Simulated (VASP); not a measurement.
Data:

```
Co
1.0
    1.28010    -2.21720     0.00000
    1.28010     2.21720     0.00000
    0.00000     0.00000     4.15140
Co
2
Direct
  0.33333   0.66667   0.25000
  0.66667   0.33333   0.75000
```
Starting moments (μB, in the order of the record's atoms Co Co): 1.8 1.8.

Method: PBE GGA, VASP's PBE PAW potentials (set 64) (plane waves; VASP). Numerical set-up: 400 eV cut-off, 12×12×7 Γ-centred mesh, first-order Methfessel-Paxton smearing of 0.10 eV, potentials Co.

Q: What does the run give for the cell moment, energy per atom (σ→0), pressure, band gap (on the k-mesh) with the smallest direct gap where there is one?

A: 
* **band gap (on the k-mesh)**: none (metal, semimetal or under 0.01 eV)
* **cell moment**: 3.35 μB
* **energy per atom (σ→0)**: -6.988 eV/atom
* **pressure**: -14.98 GPa

Q: Give the moment on each site (PAW-sphere projection).

A: 
| site | moment (μB) |
|---|---|
| Co1 | 1.71 |
| Co2 | 1.71 |

The compound is Co in the hcp structure. The cell was not relaxed at this level.
